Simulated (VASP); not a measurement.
Given:

```yaml
crystal:
  lattice:
    - [0.00000, 2.37936, 2.37936]
    - [2.37936, 0.00000, 2.37936]
    - [2.37936, 2.37936, 0.00000]
  atoms:
    - { symbol: Tm, position: [0.00000, 0.00000, 0.00000] }
    - { symbol: N, position: [0.50000, 0.50000, 0.50000] }
```

These are PBEsol GGA, VASP's PBE PAW potentials (set 64) (plane waves; VASP) values and carry that method's errors. Run with 520 eV cut-off, Gaussian smearing of 0.050 eV, potentials Tm_3 N.

The 4f electrons are frozen in the core of the lanthanide potential, so 4f levels, which can set the real gap, and their magnetism are missing.

### Question
Give the energies of bands 5 to 10 at the high-symmetry points, in eV from the Fermi level.

### Answer

| band | Γ | X | U | L | W |
|---|---|---|---|---|---|
| 5 | 0.01 | -1.72 | -2.61 | -4.87 | -2.54 |
| 6 | 0.01 | -0.45 | -1.83 | -2.52 | -1.78 |
| 7 | 0.01 | -0.45 | -1.47 | -2.52 | -1.78 |
| 8 | 3.37 | -0.01 | 2.55 | 6.26 | 4.34 |
| 9 | 3.37 | 7.85 | 6.94 | 7.09 | 4.34 |
| 10 | 3.37 | 8.13 | 8.07 | 7.22 | 8.52 |

It has no gap at this level: it comes out as a metal or semimetal.

The structure comes from a measured TmN entry (Fm-3m) of the Crystallography Open Database, whose conditions weren't checked. It was relaxed first.
